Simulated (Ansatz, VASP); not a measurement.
# Cross-check of TiTe2 between VASP and Ansatz, part 2 of 2

Wanted: the spread between two codes on one cell, functional and k mesh. Of the first pair: The structure shown is the start of the Ansatz relaxation below; VASP solves that cell, so the two are compared at the walk's first step.

VASP 6.6.1 and Ansatz 0.2.0.

So far: Starting point; Ansatz: relaxation, PBEsol; VASP: single point, PBEsol, start cell, pair 1.

## (4) Side by side

Known differences besides the potentials themselves: Ansatz cuts the interaction across the vacuum, VASP repeats the sheet with a dipole correction; the data sets hold 44 valence electrons in Ansatz (on its default PAW (the set named soft_2) files) and 24 in VASP; the cutoff is 420 eV in Ansatz and 400 eV in VASP; Ansatz makes its cores anew for this functional, VASP keeps those of its PBE data sets. Total energies have different zeros and are not compared.

Forces (eV/Å; atoms numbered as in POSCAR):

| atom | Ansatz x, y, z | VASP x, y, z |
| --- | --- | --- |
| Ti1 | 0.000, 0.000, 0.000 | 0.000, 0.000, 0.000 |
| Te2 | 0.000, 0.000, 0.456 | 0.000, 0.000, 0.476 |
| Te3 | 0.000, 0.000, -0.456 | 0.000, 0.000, -0.476 |

The forces differ by 9.7 meV/Å r.m.s., which is 4.3 % of the r.m.s. force of 0.224 eV/Å (both taken over all components). With vacuum in the cell, a pressure given here is an average over mostly empty space and none of the material.

## (5) Ansatz: relaxation, PBEsol

This run makes the geometry at which the two programs are then compared.

The structure compared here is the end of the Ansatz relaxation.

The input, input.yaml:

```yaml
crystal:
  lattice:
    - [3.836, 0.0, 0.0]
    - [-1.918, 3.3220734489, 0.0]
    - [0.0, 0.0, 19.2265366365]
  atoms:
    - { symbol: Ti, position: [0.0, 0.0, 0.5] }
    - { symbol: Te, position: [0.3333333333, 0.6666666667, 0.5839084204] }
    - { symbol: Te, position: [0.6666666667, 0.3333333333, 0.4160915796] }
  periodic: [true, true, false]
kpoints:
  mp_grid: { grid: [6, 6, 1] }
hamiltonian:
  xc: pbesol
scf:
  occupations: { method: fermi_dirac, width: 0.02 }
relax:
  f_tol: 0.01
  max_steps: 80
  cell: {}
```

Launch:

```
> ansatz run input.yaml --threads 8 --pin off --max-ram 14745MiB --backend cpu --events-out ev --progress --plain --runs-dir out
```

Numbers of over 12 decimals in the logs are rounded to 6 here.

The program printed:

```text
[...]
Crystal: 3 atoms, lattice volume = 385.529 Å³
Basis set: ecut = 420 eV, 7529 PW (Γ), exchange–correlation on 54×54×432 points (8 copies of the dense FFT grid, shifted against one another)
Bands: 27, of which v1, the nominal top of the filled ones, is band 22 counted from 1 (21 counted from 0)
Symmetry: 12 space group operations
[...]
0.000000       0.000000      -0.000000
  P = ½ c Tr σ = -0.0463 N/m
--- Relaxed structure (5 steps of the walk, 5 accepted, 1 SCFs on fresh bases) ---
[...]
cell:  # Å, volume = 358.3791 Å³
    - [3.698463, 0.0, 0]
    - [-1.849232, 3.202963, 0]
    - [0, 0, 30.253073]
  atoms:
    - { symbol: Ti, position: [0, 0, 0.317762] }
    - { symbol: Te, position: [0.333333, 0.666667, 0.374803] }
    - { symbol: Te, position: [0.666667, 0.333333, 0.260721] }
[key lines of the parts left out:]
SCF converged after 6 iterations
Free energy (F): -16278.896940 eV
Fermi energy:    -4.992864 eV
```

## (6) VASP: single point, PBEsol, relaxed cell, pair 2

The same cell, functional, mesh and smearing now go to VASP, with its own data sets.

The input, INCAR:

```
SYSTEM = TiTe2
PREC = Accurate
ENCUT = 400
EDIFF = 1E-06
NELM = 120
ISMEAR = -1
SIGMA = 0.02
LREAL = .FALSE.
ALGO = Normal
GGA = PS
NBANDS = 18
LASPH = .TRUE.
LORBIT = 11
LWAVE = .FALSE.
LCHARG = .FALSE.
ISIF = 2
LDIPOL = .TRUE.
IDIPOL = 3
DIPOL = 0.5 0.5 0.318
LVHAR = .TRUE.
GGA_COMPAT = .FALSE.
NELMDL = -8
```

The input, POSCAR:

```
TiTe2
1.0
    3.6984631475      0.0000000000      0.0000000000
   -1.8492315738      3.2029630407      0.0000000000
    0.0000000000      0.0000000000     30.2530732757
Ti Te
1 2
Direct
    0.0000000000      0.0000000000      0.3177617107
    0.3333333333      0.6666666667      0.3748026759
    0.6666666667      0.3333333333      0.2607207455
```

The input, KPOINTS:

```
Automatic mesh
0
Gamma
6 6 1
0 0 0
```

The projector-augmented-wave data sets are Ti_sv and Te (PBE family, release 64).

Launch:

```
> mpirun -np 1 vasp_std
```

The program printed:

```text
[banner, memory and clock lines left out]
running    1 mpi-ranks, on    1 nodes
[...]
[... a notice as in an earlier step ...]

 LDA part: xc-table for (Slater+PW92), standard interpolation
 POSCAR, INCAR and KPOINTS ok, starting setup
[...]
entering main loop
       N       E                     dE             d eps       ncg     rms          rms(c)
DAV:   1     0.140221534745E+03    0.14022E+03   -0.93196E+03   308   0.817E+02
DAV:   2    -0.141539858991E+01   -0.14164E+03   -0.13809E+03   340   0.216E+02
DAV:   3    -0.186761446539E+02   -0.17261E+02   -0.17201E+02   468   0.676E+01
DAV:   4    -0.195829224035E+02   -0.90678E+00   -0.90391E+00   360   0.155E+01
[...]
DAV:  26    -0.173492431663E+02   -0.34175E-05   -0.10816E-07   212   0.124E-03    0.599E-04
DAV:  27    -0.173492445610E+02   -0.13946E-05   -0.41642E-08   186   0.882E-04    0.295E-04
DAV:  28    -0.173492448431E+02   -0.28209E-06   -0.67464E-09   154   0.422E-04
   1 F= -.17349245E+02 E0= -.17347003E+02  d E =-.448295E-02
```

From OUTCAR (step 6):

```text
  Total       -0.0560821     -0.0560821      0.0320783      0.0000000     -0.0000000      0.0000000
  in kB       -0.2507220     -0.2507220      0.1434099      0.0000000     -0.0000000      0.0000000
  external PRESSURE =      -0.1193447 kB  Pullay stress =       0.0000000 kB

 POSITION                                       TOTAL-FORCE (eV/Angst)
 -----------------------------------------------------------------------------------
      0.00000      0.00000      9.61327        -0.000000      0.000000      0.000000
     -0.00000      2.13531     11.33893         0.000000      0.000000      0.031062
      1.84923      1.06765      7.88760        -0.000000      0.000000     -0.031062
 -----------------------------------------------------------------------------------
    total drift:                               -0.000000     -0.000000      0.000001

  FREE ENERGIE OF THE ION-ELECTRON SYSTEM (eV)
  ---------------------------------------------------
  free  energy   TOTEN  =       -17.3492448431 eV

  energy  without entropy=      -17.3447618945  energy(sigma->0) =      -17.34700337

[... 1 part as in an earlier step ...]

[... 2 further parts left out ...]
[key lines of the parts left out:]
E-fermi :  -2.4199
```

## (7) Differences

What differs besides the data sets and the points named for the pairs above, as far as they apply: the data sets hold 44 valence electrons in Ansatz (on its default PAW (the set named soft_2) files) and 24 in VASP. Total energies have different zeros and are not compared.

At this near-relaxed geometry the largest component of a force difference is 22 meV/Å. With vacuum in the cell, a pressure given here is an average over mostly empty space and none of the material.

## (8) Outcome

| Quantity | Value |
| --- | --- |
| r.m.s. force difference (single point, PBEsol, start cell, pair 1) | 4.3 % of the r.m.s. force |
| r.m.s. force difference (single point, PBEsol, relaxed cell, pair 2) | 10 meV/Å |

In words: The r.m.s. force difference is 4.3 % of the r.m.s. force (single point, PBEsol, start cell, pair 1), beyond the 3 % picked in this series as the mark of a large difference. The data sets hold unlike numbers of valence electrons (44 in Ansatz and 24 in VASP), so part of the differences comes from the potentials. Such differences can come from data sets, numerical settings and the points named under the comparisons, not from the functional's error against experiment.

[Lines on the potential files, build, host, timing and source positions are cut from VASP's logs without a mark.]

[Logs are printed without paths, hosts, clocks, repeated set-up lines and the standing remarks that a program may print on its own settings, such as how far it seeks lower states.]

[Hosts, paths, dates, database ids (printed as entryN), source tags and the programs' standing remarks are cut or masked in the printed files.]
